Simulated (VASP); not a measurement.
Energy against volume of Al (fcc). These are LDA (Ceperley-Alder, Perdew-Zunger), VASP's LDA PAW potentials (set 64) (plane waves; VASP) values and carry that method's errors. Numerical set-up: 520 eV cut-off, 16×16×16 Γ-centred mesh, first-order Methfessel-Paxton smearing of 0.10 eV, potentials Al.

```csv
V (Å³/atom),E (eV/atom)
14.821,-4.17855
15.294,-4.19254
15.767,-4.19745
16.240,-4.19458
```

Problem. Fit these four points and predict the energy of the run at 16.713 Å³/atom.

Solution. A cubic in V^(−2/3), the third-order Birch-Murnaghan form, passes through the four points with V0 = 15.82 Å³/atom and B0 = 87 GPa, and gives -4.1850 eV/atom there. The run gave -4.1852 eV/atom, -0.1 meV/atom from the fit; all five points give B0 = 86 GPa.

The compound is Al in the fcc structure. It was relaxed first.
